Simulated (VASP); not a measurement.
Data:

```
Pt3Ti
1.0
    4.00067     0.00000     0.00000
    0.00000     4.00067     0.00000
    0.00000     0.00000     4.00067
Ti Pt
1 3
Cartesian
  0.00000   0.00000   0.00000
  2.00033   2.00033   0.00000
  0.00000   2.00033   2.00033
  2.00033   0.00000   2.00033
```

Computed with PBE GGA, VASP's PBE PAW potentials (set 64) (plane waves; VASP). Run with 300 eV cut-off, 11×11×11 Γ-centred mesh, Gaussian smearing of 0.14 eV, potentials Ti_sv Pt.

At this cut-off the stress carries a Pulay error, which pulls relaxed volumes low. Unless said otherwise, spin-orbit coupling is left out, though it shifts the bands of the heavy elements here.

### Question
Estimate the energy per atom (σ→0), pressure, band gap (on the k-mesh) with the smallest direct gap where there is one.

### Answer

```
Property                                                    Result
------------------------  ----------------------------------------
band gap (on the k-mesh)  none (metal, semimetal or under 0.01 eV)
energy per atom (σ→0)                               -7.372 eV/atom
pressure                                                 -9.25 GPa
```

Only differences to runs with the same potentials and settings are physical.

The structure comes from a computed database's TiPt3 entry; how it stands against other phases isn't given here. The cell was not relaxed at this level.
